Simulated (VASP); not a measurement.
Output of a VASP run:

File OSZICAR:
```
       N       E                     dE             d eps       ncg     rms          rms(c)
DAV:   1     0.114069573413E+03    0.11407E+03   -0.56424E+03 17184   0.333E+02
DAV:   2    -0.900687569917E-01   -0.11416E+03   -0.96912E+02 20776   0.119E+02
DAV:   3    -0.556873362264E+01   -0.54787E+01   -0.54210E+01 21244   0.268E+01
DAV:   4    -0.558955407638E+01   -0.20820E-01   -0.20817E-01 20379   0.171E+00
DAV:   5    -0.558968454398E+01   -0.13047E-03   -0.13046E-03 21253   0.132E-01    0.592E+00
DAV:   6    -0.540892301780E+01    0.18076E+00   -0.31087E-02 21764   0.263E+00    0.395E+00
DAV:   7    -0.540088878649E+01    0.80342E-02   -0.19766E-02 20796   0.574E-01    0.193E+00
DAV:   8    -0.540074702249E+01    0.14176E-03   -0.39853E-03 20428   0.272E-01    0.140E-01
DAV:   9    -0.540076313588E+01   -0.16113E-04   -0.16961E-04 20586   0.827E-02    0.394E-02
DAV:  10    -0.540080630565E+01   -0.43170E-04   -0.28914E-05 20375   0.274E-02    0.337E-02
DAV:  11    -0.540081649832E+01   -0.10193E-04   -0.57721E-06 20415   0.106E-02    0.770E-03
DAV:  12    -0.540081644518E+01    0.53140E-07   -0.26410E-07 21838   0.249E-03
   1 F= -.54008164E+01 E0= -.54008164E+01  d E =-.142787E-14
 imaginary and real dielectric function
```

File OUTCAR:
```
------------------------ aborting loop because EDIFF is reached ----------------------------------------
  FORCE on cell =-STRESS in cart. coord.  units (eV):
  Direction    XX          YY          ZZ          XY          YZ          ZX
  --------------------------------------------------------------------------------------
  Total        0.0086053      0.0086053      0.0086053      0.0000000      0.0000000      0.0000000
  in kB        0.3145261      0.3145261      0.3145261      0.0000000      0.0000000      0.0000000
  external PRESSURE =       0.3145261 kB  Pullay stress =       0.0000000 kB
  volume of cell :       43.83
      direct lattice vectors                 reciprocal lattice vectors
     0.000000000  2.798529671  2.798529671    -0.178665249  0.178665249  0.178665249
     2.798529671  0.000000000  2.798529671     0.178665249 -0.178665249  0.178665249
     2.798529671  2.798529671  0.000000000     0.178665249  0.178665249 -0.178665249
  FREE ENERGIE OF THE ION-ELECTRON SYSTEM (eV)
  ---------------------------------------------------
  free  energy   TOTEN  =        -5.4008164452 eV

  energy  without entropy=       -5.4008164452  energy(sigma->0) =       -5.40081645

 plasma frequency squared (from intraband transitions) (eV^2)
  --------------------------------------------------------------------------------------
       0.000      -0.000      -0.000
      -0.000       0.000       0.000
      -0.000       0.000       0.000

 plasma frequency squared (from interband transitions, int dw w eps(2)(w)) (eV^2)
  --------------------------------------------------------------------------------------
     437.220       0.000       0.000      -0.000      -0.000       0.000
       0.000       0.000     437.220       0.000      -0.000       0.000
      -0.000      -0.000      -0.000      -0.000     437.220       0.000
```
(Selected blocks of OUTCAR.)

**POSCAR**
```
AgCl
1
    0.0000000000     2.7985296712     2.7985296712
    2.7985296712     0.0000000000     2.7985296712
    2.7985296712     2.7985296712     0.0000000000
Ag Cl
1 1
Direct
  0.0000000000   0.0000000000   0.0000000000
  0.5000000000   0.5000000000   0.5000000000
```

Write an INCAR and KPOINTS that could have produced this output.

This is not unique; one that fits is the input of the run itself, PBE GGA, plane waves, VASP's PBE PAW potentials (set 64).

**INCAR**
```
LASPH=.TRUE.   # aspherical one-centre terms
LREAL=.FALSE.   # projection in real space or not
LWAVE=.FALSE.
PREC=Accurate
SYSTEM=AgCl
EDIFF=1E-7   # SCF stop (eV)
NELM=100
LCHARG=.FALSE.
LMAXMIX=4   # l cut-off of mixed one-centre charges
CSHIFT=0.1
ALGO=Normal   # blocked Davidson
GGA=PE   # PBE
SIGMA=0.01   # width (eV)
ENCUT=400   # plane-wave cut-off (eV)
NBANDS=39
NEDOS=1001
ISMEAR=0
LOPTICS=.TRUE.
```

KPOINTS:
```
Automatic mesh
0
gamma
19 19 19
0 0 0
```

POTCAR, in this order: Ag Cl (PBE.64 set). Program: vasp_std.

The compound is AgCl in the rock salt structure. It was relaxed first.
